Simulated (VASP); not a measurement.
# Driving VASP from ASE on Fe (Iron-alpha), part 2 of 3

Do runs on Fe (Iron-alpha) driven from ASE scripts give what the hand-typed input gives? All runs use PBEsol. The start is a cell from a database of measured crystal structures.

VASP 6.6.1, plane waves and PAW; the level of theory is named at each step.

Still holding for the runs below: The k-mesh is coarse for a metal.

So far. Step 2 (Reference run): The pressure is -15.44 GPa and the largest force 0.000 eV/Å, so the cell is not at a minimum at these settings. Step 3 (Self-consistent run (PBEsol, through ASE)): The energy equals that of the run typed by hand within 0.01 meV an atom.

### Step 4. A single point (PBEsol, through ASE)

This step: PBEsol, spin-polarised from a ferromagnetic start; plane waves and PAW (Fe) (VASP 6.6.1).

System of this step: Fe (Iron-alpha). Symmetry: Im-3m, No. 229, cubic system. The conventional cell has a = 2.866 Å, b = 2.866 Å, c = 2.866 Å, α = 90.00°, β = 90.00°, γ = 90.00°. Nearest to Fe lie 8 Fe at 2.48 Å.

The single point through ASE, with the structure read from a CIF with its space group. The file expands to the conventional cell of 2 atoms, on a 8×8×8 mesh.

run.py reads:

```python
import numpy as np
from ase.calculators.vasp import Vasp
from ase.io import read
from ase.dft.bandgap import bandgap

atoms = read('Fe.cif')

calc = Vasp(
    xc='pbesol',
    pp='PBE',
    prec='Accurate',
    encut=400,
    ediff=1e-06,
    nelm=100,
    ismear=-1,
    sigma=0.05,
    lreal=False,
    algo='Normal',
    nbands=19,
    ispin=2,
    lasph=True,
    lmaxmix=4,
    lorbit=11,
    lwave=False,
    lcharg=False,
    kpar=2,
    isif=2,
    pp_version='64',
    setups={'Fe': ''},
    kpts=(8, 8, 8),
    gamma=True,
    txt='vasp.out',
    magmom=[3.0, 3.0],
)
atoms.calc = calc

print("energy (eV):", round(atoms.get_potential_energy(), 6))
print("Fermi level (eV):", round(calc.get_fermi_level(), 4))
print("forces (eV/A):")
print(np.round(atoms.get_forces(), 4))
print("stress (GPa, Voigt, tension positive):", np.round(atoms.get_stress() * 160.21766, 3))
print("magnetic moment (muB):", round(atoms.get_magnetic_moment(), 3))
gap, p1, p2 = bandgap(calc, direct=False)
print("gap on the mesh (eV):", round(gap, 4))
```

Fe.cif reads:

```cif
data_Fe
_cell_length_a 2.86650000
_cell_length_b 2.86650000
_cell_length_c 2.86650000
_cell_angle_alpha 90.00000000
_cell_angle_beta 90.00000000
_cell_angle_gamma 90.00000000
_space_group_name_H-M_alt 'Im-3m'
_space_group_name_Hall '-I 4 2 3'
_space_group_IT_number 229
loop_
_space_group_symop_operation_xyz
'x,y,z'
'-x,-y,-z'
'-y,x,z'
'y,-x,-z'
'-x,-y,z'
'x,y,-z'
'y,-x,z'
'-y,x,-z'
'x,-y,-z'
'-x,y,z'
'-y,-x,-z'
'y,x,z'
'-x,y,-z'
'x,-y,z'
'y,x,-z'
'-y,-x,z'
'z,x,y'
'-z,-x,-y'
'z,-y,x'
'-z,y,-x'
'z,-x,-y'
'-z,x,y'
'z,y,-x'
'-z,-y,x'
'-z,x,-y'
'z,-x,y'
'-z,-y,-x'
'z,y,x'
'-z,-x,y'
'z,x,-y'
'-z,y,x'
'z,-y,-x'
'y,z,x'
'-y,-z,-x'
'x,z,-y'
'-x,-z,y'
'-y,z,-x'
'y,-z,x'
'-x,z,y'
'x,-z,-y'
'-y,-z,x'
'y,z,-x'
'-x,-z,-y'
'x,z,y'
'y,-z,-x'
'-y,z,x'
'x,-z,y'
'-x,z,-y'
'x+1/2,y+1/2,z+1/2'
'-x+1/2,-y+1/2,-z+1/2'
'-y+1/2,x+1/2,z+1/2'
'y+1/2,-x+1/2,-z+1/2'
'-x+1/2,-y+1/2,z+1/2'
'x+1/2,y+1/2,-z+1/2'
'y+1/2,-x+1/2,z+1/2'
'-y+1/2,x+1/2,-z+1/2'
'x+1/2,-y+1/2,-z+1/2'
'-x+1/2,y+1/2,z+1/2'
'-y+1/2,-x+1/2,-z+1/2'
'y+1/2,x+1/2,z+1/2'
'-x+1/2,y+1/2,-z+1/2'
'x+1/2,-y+1/2,z+1/2'
'y+1/2,x+1/2,-z+1/2'
'-y+1/2,-x+1/2,z+1/2'
'z+1/2,x+1/2,y+1/2'
'-z+1/2,-x+1/2,-y+1/2'
'z+1/2,-y+1/2,x+1/2'
'-z+1/2,y+1/2,-x+1/2'
'z+1/2,-x+1/2,-y+1/2'
'-z+1/2,x+1/2,y+1/2'
'z+1/2,y+1/2,-x+1/2'
'-z+1/2,-y+1/2,x+1/2'
'-z+1/2,x+1/2,-y+1/2'
'z+1/2,-x+1/2,y+1/2'
'-z+1/2,-y+1/2,-x+1/2'
'z+1/2,y+1/2,x+1/2'
'-z+1/2,-x+1/2,y+1/2'
'z+1/2,x+1/2,-y+1/2'
'-z+1/2,y+1/2,x+1/2'
'z+1/2,-y+1/2,-x+1/2'
'y+1/2,z+1/2,x+1/2'
'-y+1/2,-z+1/2,-x+1/2'
'x+1/2,z+1/2,-y+1/2'
'-x+1/2,-z+1/2,y+1/2'
'-y+1/2,z+1/2,-x+1/2'
'y+1/2,-z+1/2,x+1/2'
'-x+1/2,z+1/2,y+1/2'
'x+1/2,-z+1/2,-y+1/2'
'-y+1/2,-z+1/2,x+1/2'
'y+1/2,z+1/2,-x+1/2'
'-x+1/2,-z+1/2,-y+1/2'
'x+1/2,z+1/2,y+1/2'
'y+1/2,-z+1/2,-x+1/2'
'-y+1/2,z+1/2,x+1/2'
'x+1/2,-z+1/2,y+1/2'
'-x+1/2,z+1/2,-y+1/2'
loop_
_atom_site_label
_atom_site_type_symbol
_atom_site_symmetry_multiplicity
_atom_site_Wyckoff_symbol
_atom_site_fract_x
_atom_site_fract_y
_atom_site_fract_z
_atom_site_occupancy
Fe1 Fe 2 a 0.0000000000 0.0000000000 0.0000000000 1
```

PAW data sets: Fe (PBE family, release 64).

Started as:

```
$ export ASE_VASP_COMMAND="mpirun -np 2 vasp_std"
$ python run.py
```

Log:

```text
energy (eV): -17.739354
Fermi level (eV): 5.3047
forces (eV/A):
[[ 0.  0.  0.]
 [-0. -0. -0.]]
stress (GPa, Voigt, tension positive): [15.189 15.189 15.189 -0.    -0.     0.   ]
magnetic moment (muB): 4.533
gap on the mesh (eV): 0.0
```

Run time: 6.2 s. Hardware: 2 MPI ranks of Intel Xeon 6975P-C (Granite Rapids), shared host; peak memory 0.25 GiB.

The INCAR that ASE wrote:

```
ENCUT = 400.000000
SIGMA = 0.050000
EDIFF = 1.00e-06
ALGO = Normal
GGA = PS
PREC = Accurate
ISIF = 2
ISMEAR = -1
ISPIN = 2
KPAR = 2
LMAXMIX = 4
LORBIT = 11
NBANDS = 19
NELM = 100
MAGMOM = 2*3.0000
LASPH = .TRUE.
LCHARG = .FALSE.
LWAVE = .FALSE.
LREAL = .FALSE.
```

ASE turned this into the KPOINTS:

```
KPOINTS created by Atomic Simulation Environment
0
Gamma
8 8 8
0 0 0
```

vasp.out:

```text
[banner, memory and clock lines left out]
running    2 mpi-ranks, on    1 nodes
 distrk:  each k-point on    1 cores,    2 groups
 distr:  one band on    1 cores,    1 groups

 POSCAR found type information on POSCAR Fe
 POSCAR found :  1 types and       2 ions
 [... a notice as in an earlier step ...]

 LDA part: xc-table for (Slater+PW92), standard interpolation
 POSCAR, INCAR and KPOINTS ok, starting setup
 FFT: planning ... GRIDC
 FFT: planning ... GRID_SOFT
 FFT: planning ... GRID
 WAVECAR not read
 entering main loop
       N       E                     dE             d eps       ncg     rms          rms(c)
DAV:   1     0.627882521931E+02    0.62788E+02   -0.64353E+03  2932   0.912E+02
DAV:   2    -0.172728032700E+02   -0.80061E+02   -0.70663E+02  2675   0.181E+02
DAV:   3    -0.199162633786E+02   -0.26435E+01   -0.25683E+01  2927   0.426E+01
DAV:   4    -0.199360964361E+02   -0.19833E-01   -0.19825E-01  2986   0.342E+00
DAV:   5    -0.199363393154E+02   -0.24288E-03   -0.24287E-03  2995   0.359E-01    0.165E+01
DAV:   6    -0.179440475222E+02    0.19923E+01   -0.82908E+00  2889   0.574E+01    0.844E+00
DAV:   7    -0.177730425815E+02    0.17100E+00   -0.82321E-01  3003   0.163E+01    0.485E+00
DAV:   8    -0.177618746344E+02    0.11168E-01   -0.11106E-02  3198   0.799E-01    0.190E+00
DAV:   9    -0.177468437036E+02    0.15031E-01   -0.42594E-03  3506   0.654E-01    0.531E-01
DAV:  10    -0.177470856581E+02   -0.24195E-03   -0.88957E-04  3129   0.388E-01    0.210E-01
DAV:  11    -0.177472214422E+02   -0.13578E-03   -0.13044E-04  3644   0.181E-01    0.352E-02
DAV:  12    -0.177472213109E+02    0.13137E-06   -0.15195E-05  3092   0.407E-02    0.177E-02
DAV:  13    -0.177472222449E+02   -0.93402E-06   -0.14980E-06  2181   0.154E-02
   1 F= -.17747222E+02 E0= -.17739354E+02  d E =-.157363E-01  mag=     4.5310
```

OUTCAR, selected parts (step 4):

```text
  LATTYP: Found a simple cubic cell.
 ALAT       =     2.8665000000

The static configuration has the point symmetry O_h .

 Found     35 irreducible k-points:

   k-points           NKPTS =     35   k-points in BZ     NKDIM =     35   number of bands    NBANDS=     19

   dimension x,y,z NGX =    20 NGY =   20 NGZ =   20
   dimension x,y,z NGXF=    40 NGYF=   40 NGZF=   40

   ENCUT  =  400.0 eV  29.40 Ry    5.42 a.u.   4.67  4.67  4.67*2*pi/ulx,y,z

   NELECT =      16.0000    total number of electrons

 E-fermi :   5.3047

 spin component 1
 k-point     1 :       0.0000    0.0000    0.0000
  band No.  band energies     occupation
    ...
      4       3.0455      1.00000
      5       3.0455      1.00000
      6       3.0455      1.00000
      7       4.2580      1.00000
      8       4.2580      1.00000
      9       5.3496      0.28954
     10       5.3496      0.28954
     11       5.3496      0.28954
     12      14.8994      0.00000
     13      14.8994      0.00000
    ...

 k-point     2 :       0.1250    0.0000    0.0000
  band No.  band energies     occupation
    ...
      7       4.1216      1.00000
      8       4.3113      1.00000
      9       5.1024      0.98282
     10       5.1024      0.98282
     11       5.2587      0.71530
     12      13.0023      0.00000
     13      15.4794      0.00000
     14      15.4794      0.00000
     15      20.6553      0.00000
     16      21.7961      0.00000
    ...

 k-point     3 :       0.2500    0.0000    0.0000
  band No.  band energies     occupation
    ...
      7       3.7309      1.00000
      8       4.4629      1.00000
      9       4.5352      1.00000
     10       4.5352      1.00000
     11       5.0010      0.99771
     12       9.9248      0.00000
     13      17.0332      0.00000
     14      17.0332      0.00000
     15      20.9624      0.00000
     16      22.7832      0.00000
    ...

 k-point     4 :       0.3750    0.0000    0.0000
  band No.  band energies     occupation
    ...
      7       3.7366      1.00000
      8       3.9348      1.00000
      9       3.9348      1.00000
     10       4.6192      1.00000
     11       4.7460      0.99999
     12       7.2167      0.00000
     13      19.2378      0.00000
     14      19.2378      0.00000
     15      21.5362      0.00000
     16      23.5035      0.00000
    ...

  Total       -2.2329495     -2.2329495     -2.2329495      0.0000000     -0.0000000      0.0000000
  in kB     -151.8915594   -151.8915594   -151.8915594      0.0000000     -0.0000000      0.0000000
  external PRESSURE =    -151.8915594 kB  Pullay stress =       0.0000000 kB

  energy-cutoff  :      400.00
  volume of cell :       23.55
      direct lattice vectors                 reciprocal lattice vectors
     2.866500000  0.000000000  0.000000000     0.348857492  0.000000000  0.000000000
     0.000000000  2.866500000  0.000000000     0.000000000  0.348857492  0.000000000
     0.000000000  0.000000000  2.866500000     0.000000000  0.000000000  0.348857492

 POSITION                                       TOTAL-FORCE (eV/Angst)
 -----------------------------------------------------------------------------------
      0.00000      0.00000      0.00000         0.000000      0.000000      0.000000
      1.43325      1.43325      1.43325        -0.000000     -0.000000     -0.000000
 -----------------------------------------------------------------------------------
    total drift:                               -0.000000      0.000000     -0.000000

  FREE ENERGIE OF THE ION-ELECTRON SYSTEM (eV)
  ---------------------------------------------------
  free  energy   TOTEN  =       -17.7472222449 eV

  energy  without entropy=      -17.7314859022  energy(sigma->0) =      -17.73935407

 total charge
# of ion       s       p       d       tot
------------------------------------------
    1        0.473   0.512   6.214   7.199
    2        0.473   0.512   6.214   7.199
--------------------------------------------------
tot          0.947   1.023  12.429  14.398

 magnetization (x)
# of ion       s       p       d       tot
------------------------------------------
    1       -0.016  -0.056   2.336   2.264
    2       -0.016  -0.056   2.336   2.264
--------------------------------------------------
tot         -0.032  -0.112   4.673   4.529

[... 1 part as in an earlier step ...]

[... 11 further parts left out ...]
```

The magnetic state follows from one typed start and may not be the lowest. At this level the cell is under a tension of 15.2 GPa, so at these settings it is away from equilibrium.

Numbers from this step:

| Item | Value |
| --- | --- |
| SCF cycles | 13 |
| electrons | 16 |
| bands | 19 |
| irreducible k-points | 35 |
| free energy (TOTEN) | -17.75 eV |
| energy at zero smearing | -17.74 eV |
| Fermi energy | 5.305 eV |
| pressure | -15.19 GPa |
| moment of the cell, from the last line of the log | 4.531 μB |

Spin moment in the PAW sphere by atom:

| atom | spin moment in the PAW sphere (μB) |
| --- | --- |
| Fe1 | 2.26 |
| Fe2 | 2.26 |

The energy lies +0.61 meV an atom from the run typed by hand, since this cell and mesh sample the zone at other points.

### Step 5. Relaxing cell and atoms (PBEsol, through ASE)

This step: PBEsol, spin-polarised from a ferromagnetic start (one magnetic atom a cell); plane waves and PAW (Fe) (VASP 6.6.1).

System of this step: Fe (Iron-alpha). Symmetry: Im-3m, No. 229, cubic system. The conventional cell has a = 2.867 Å, b = 2.867 Å, c = 2.867 Å, α = 90.00°, β = 90.00°, γ = 90.00°. Nearest to Fe lie 8 Fe at 2.48 Å.

Properties are meant for the cell that this level of theory prefers, so cell and atoms are relaxed first (ISIF = 3) until forces and stress are small; EDIFFG sets the threshold.

run.py, as its differences from that of step 4:

```diff
@@ -3,3 +3,2 @@
 from ase.io import read
-from ase.dft.bandgap import bandgap
 
@@ -18,3 +17,3 @@
     algo='Normal',
-    nbands=19,
+    nbands=12,
     ispin=2,
@@ -26,9 +25,12 @@
     kpar=2,
-    isif=2,
+    ibrion=2,
+    nsw=60,
+    isif=3,
+    ediffg=-0.01,
     pp_version='64',
     setups={'Fe': ''},
-    kpts=(8, 8, 8),
+    kpts=(11, 11, 11),
     gamma=True,
     txt='vasp.out',
-    magmom=[3.0, 3.0],
+    magmom=[3.0],
 )
@@ -42,3 +44,5 @@
 print("magnetic moment (muB):", round(atoms.get_magnetic_moment(), 3))
-gap, p1, p2 = bandgap(calc, direct=False)
-print("gap on the mesh (eV):", round(gap, 4))
+print("cell (A, degrees):", np.round(atoms.cell.cellpar(), 4))
+print("volume (A^3):", round(atoms.get_volume(), 4))
+print("positions:")
+print(np.round(atoms.get_scaled_positions(), 5))
```

Fe.cif reads:

```cif
data_Fe
_cell_length_a 2.48246182
_cell_length_b 2.48246182
_cell_length_c 2.48246182
_cell_angle_alpha 109.47122063
_cell_angle_beta 109.47122063
_cell_angle_gamma 109.47122063
_space_group_name_H-M_alt 'P1'
_space_group_name_Hall 'P 1'
_space_group_IT_number 1
loop_
_space_group_symop_operation_xyz
'x,y,z'
loop_
_atom_site_label
_atom_site_type_symbol
_atom_site_symmetry_multiplicity
_atom_site_Wyckoff_symbol
_atom_site_fract_x
_atom_site_fract_y
_atom_site_fract_z
_atom_site_occupancy
Fe1 Fe 1 a 0.0000000000 0.0000000000 0.0000000000 1
```

Log:

```text
energy (eV): -8.915499
Fermi level (eV): 6.1176
forces (eV/A):
[[ 0. -0.  0.]]
stress (GPa, Voigt, tension positive): [0.126 0.126 0.126 0.    0.    0.   ]
magnetic moment (muB): 2.214
cell (A, degrees): [  2.4202   2.4202   2.4202 109.4712 109.4712 109.4712]
volume (A^3): 10.913
positions:
[[0. 0. 0.]]
```

The job ended after 9.6 s (2 MPI ranks; peak memory 0.24 GiB; 18 s of CPU time).

The INCAR that ASE wrote:

```
ENCUT = 400.000000
SIGMA = 0.050000
EDIFF = 1.00e-06
EDIFFG = -1.00e-02
ALGO = Normal
GGA = PS
PREC = Accurate
IBRION = 2
ISIF = 3
ISMEAR = -1
ISPIN = 2
KPAR = 2
LMAXMIX = 4
LORBIT = 11
NBANDS = 12
NELM = 100
NSW = 60
MAGMOM = 1*3.0000
LASPH = .TRUE.
LCHARG = .FALSE.
LWAVE = .FALSE.
LREAL = .FALSE.
```

The KPOINTS that ASE wrote:

```
KPOINTS created by Atomic Simulation Environment
0
Gamma
11 11 11
0 0 0
```

vasp.out:

```text
[... set-up lines as in an earlier step ...]
 entering main loop
       N       E                     dE             d eps       ncg     rms          rms(c)
DAV:   1     0.147928289046E+02    0.14793E+02   -0.34198E+03  2996   0.662E+02
DAV:   2    -0.943214383060E+01   -0.24225E+02   -0.22182E+02  2804   0.115E+02
DAV:   3    -0.997268494444E+01   -0.54054E+00   -0.53801E+00  3096   0.197E+01
DAV:   4    -0.997465702238E+01   -0.19721E-02   -0.19719E-02  3040   0.104E+00
DAV:   5    -0.997467070525E+01   -0.13683E-04   -0.13684E-04  3076   0.874E-02    0.116E+01
DAV:   6    -0.897332325895E+01    0.10013E+01   -0.12315E+01  3032   0.455E+01    0.618E+00
DAV:   7    -0.889003191351E+01    0.83291E-01   -0.85726E-01  3096   0.115E+01    0.347E+00
DAV:   8    -0.888210550480E+01    0.79264E-02   -0.53712E-03  3144   0.499E-01    0.130E+00
DAV:   9    -0.887437288454E+01    0.77326E-02   -0.51232E-03  3576   0.387E-01    0.289E-01
DAV:  10    -0.887410820518E+01    0.26468E-03   -0.48528E-04  2924   0.208E-01    0.711E-02
DAV:  11    -0.887412689895E+01   -0.18694E-04   -0.41884E-05  3056   0.640E-02    0.323E-02
DAV:  12    -0.887412793362E+01   -0.10347E-05   -0.15679E-06  2656   0.162E-02    0.928E-03
DAV:  13    -0.887413068165E+01   -0.27480E-05   -0.18103E-06  2220   0.120E-02    0.567E-03
DAV:  14    -0.887412981248E+01    0.86917E-06   -0.10702E-07  1444   0.347E-03
   1 F= -.88741298E+01 E0= -.88702944E+01  d E =-.887413E+01  mag=     2.2574
 curvature:   0.00 expect dE= 0.000E+00 dE for cont linesearch  0.000E+00
 trial: gam= 0.00000 g(F)=  0.716E-64 g(S)=  0.187E+00 ort = 0.000E+00 (trialstep = 0.100E+01)
 search vector abs. value=  0.187E+00
 bond charge predicted
       N       E                     dE             d eps       ncg     rms          rms(c)
DAV:   1    -0.109093684787E+02   -0.20352E+01   -0.37131E+01  3000   0.852E+01    0.148E+01
DAV:   2    -0.895434273536E+01    0.19550E+01   -0.11470E+01  3004   0.462E+01    0.950E+00
DAV:   3    -0.889894288864E+01    0.55400E-01   -0.26368E-01  3116   0.701E+00    0.464E+00
DAV:   4    -0.887741994963E+01    0.21523E-01   -0.62253E-03  3000   0.707E-01    0.102E+00
DAV:   5    -0.886056963143E+01    0.16850E-01   -0.23285E-02  3064   0.102E+00    0.203E-01
DAV:   6    -0.886058276220E+01   -0.13131E-04   -0.93332E-04  3140   0.351E-01    0.851E-02
DAV:   7    -0.886057522544E+01    0.75368E-05   -0.33775E-05  2924   0.758E-02    0.433E-02
DAV:   8    -0.886058175720E+01   -0.65318E-05   -0.76788E-06  2952   0.336E-02    0.118E-02
DAV:   9    -0.886058056096E+01    0.11962E-05   -0.12585E-06  1616   0.959E-03    0.220E-03
DAV:  10    -0.886058032070E+01    0.24025E-06   -0.61178E-08  1372   0.228E-03
   2 F= -.88605803E+01 E0= -.88556097E+01  d E =0.135495E-01  mag=     1.8799
[...]
3 F= -.89194949E+01 E0= -.89154637E+01  d E =-.453651E-01  mag=     2.2123
[...]
4 F= -.89194944E+01 E0= -.89154993E+01  d E =-.453646E-01  mag=     2.2138
 curvature:  -0.23 expect dE=-0.449E-05 dE for cont linesearch -0.449E-05
 ZBRENT: accuracy reached
 trial: gam=-0.01011 g(F)=  0.427E-63 g(S)=  0.194E-04 ort = 0.190E-02 (trialstep = 0.892E+00)
 search vector abs. value=  0.213E-08
 bond charge predicted
       N       E                     dE             d eps       ncg     rms          rms(c)
DAV:   1    -0.891949466254E+01   -0.38255E-06   -0.29565E-07  1356   0.791E-03    0.165E-03
DAV:   2    -0.891949468184E+01   -0.19302E-07   -0.21910E-07  1356   0.583E-03
   5 F= -.89194947E+01 E0= -.89154990E+01  d E =-.313523E-06  mag=     2.2138
 trial-energy change:   -0.000000  1 .order   -0.000000   -0.000000   -0.000000
 step:   3.4650(harm=  3.4650)  dis= 0.00000  next Energy=    -8.919495 (dE=-0.344E-06)
 reached required accuracy - stopping structural energy minimisation
```

Parts of OUTCAR (step 5):

```text
   NELECT =       8.0000    total number of electrons

 E-fermi :   6.1176

 spin component 1
 k-point     1 :       0.0000    0.0000    0.0000
  band No.  band energies     occupation
    ...
      2       3.6733      1.00000
      3       3.6733      1.00000
      4       3.6733      1.00000
      5       5.0420      1.00000
      6       5.0420      1.00000
      7      31.4023      0.00000
      8      31.4023      0.00000
      9      31.4023      0.00000
     10      36.7804      0.00000
     11      36.7804      0.00000
    ...

 k-point     2 :       0.0909    0.0000   -0.0000
  band No.  band energies     occupation
    ...
      2       3.5741      1.00000
      3       3.6613      1.00000
      4       3.8677      1.00000
      5       4.9486      1.00000
      6       5.0503      1.00000
      7      29.4102      0.00000
      8      30.8816      0.00000
      9      31.2083      0.00000
     10      35.9096      0.00000
     11      36.1894      0.00000
    ...

  Total       -0.0086085     -0.0086085     -0.0086085     -0.0000000     -0.0000000     -0.0000000
  in kB       -1.2638389     -1.2638389     -1.2638389     -0.0000000     -0.0000000     -0.0000000
  external PRESSURE =      -1.2638389 kB  Pullay stress =       0.0000000 kB

 POSITION                                       TOTAL-FORCE (eV/Angst)
 -----------------------------------------------------------------------------------
      0.80674      1.14090      1.97610         0.000000     -0.000000      0.000000
 -----------------------------------------------------------------------------------
    total drift:                               -0.000000      0.000000     -0.000000

  FREE ENERGIE OF THE ION-ELECTRON SYSTEM (eV)
  ---------------------------------------------------
  free  energy   TOTEN  =        -8.9194946818 eV

  energy  without entropy=       -8.9115032360  energy(sigma->0) =       -8.91549896

 reached required accuracy - stopping structural energy minimisation

 magnetization (x)
# of ion       s       p       d       tot
------------------------------------------
    1       -0.012  -0.047   2.253   2.194

[... 5 parts as in an earlier step ...]

[... 17 further parts left out ...]
```

CONTCAR:

```
Fe
   1.00000000000000
     2.4202227398502845   -0.0000000000048732   -0.0000000000084407
    -0.8067409131091807    2.2818078818349679   -0.0000000000084407
    -0.8067409131091807   -1.1409039405454129    1.9761035924394581
  Fe
     1
Direct
     1.0000000000000000    1.0000000000000000    1.0000000000000000
```

The run keeps the 48 symmetry operations of its start, so it cannot find a distortion of lower symmetry.

Relaxation path:

| step | energy less that of the first step (eV) | largest force (eV/Å) | pressure (GPa) | volume (Å³) |
| --- | --- | --- | --- | --- |
| 1 | 0.0000 | 0.0000 | -15.44 | 11.78 |
| 2 | 0.0135 | 0.0000 | 21.07 | 9.95 |
| 3 | -0.0454 | 0.0000 | 0.18 | 10.90 |
| 4 | -0.0454 | 0.0000 | -0.17 | 10.91 |
| 5 | -0.0454 | 0.0000 | -0.13 | 10.91 |

| conventional cell, symmetrised | before | after | change |
| --- | --- | --- | --- |
| a (Å) | 2.867 | 2.795 | -2.5 % |
| b (Å) | 2.867 | 2.795 | -2.5 % |
| c (Å) | 2.867 | 2.795 | -2.5 % |
| volume (Å³/atom) | 11.78 | 10.91 | -7.3 % |

Final coordinates:

```
Fe
1.0
     2.42022    0.00000    0.00000
    -0.80674    2.28181    0.00000
    -0.80674   -1.14090    1.97610
Fe
1
Cartesian
  0.0000 0.0000 0.0000
```

Numbers from this step:

* electrons: 8
* bands: 12
* irreducible k-points: 56
* free energy (TOTEN): -8.919 eV
* energy at zero smearing: -8.915 eV
* Fermi energy: 6.118 eV
* pressure: -0.1264 GPa
* moment of the cell, from the last line of the log: 2.214 μB
* SCF cycles over all ionic steps: 41

Spin moment in the PAW sphere by atom:

| atom | spin moment in the PAW sphere (μB) |
| --- | --- |
| Fe1 | 2.19 |

It ends with forces that vanish by symmetry and a pressure of -0.13 GPa.

[end of part 2 of 3]

[Lines on the potential files, build, host, timing and source positions are cut from VASP's logs without a mark.]

[Logs are printed without paths, hosts, clocks, repeated set-up lines and the standing remarks that a program may print on its own settings, such as how far it seeks lower states.]

[Hosts, paths, dates, database ids (printed as entryN), source tags and the programs' standing remarks are cut or masked in the printed files.]

[A measured line is paired with the nearest computed mode of its activity, which favours agreement.]

[In band tables of VASP the shares of atoms and orbitals are scaled to a sum of 1 inside the atoms' spheres.]
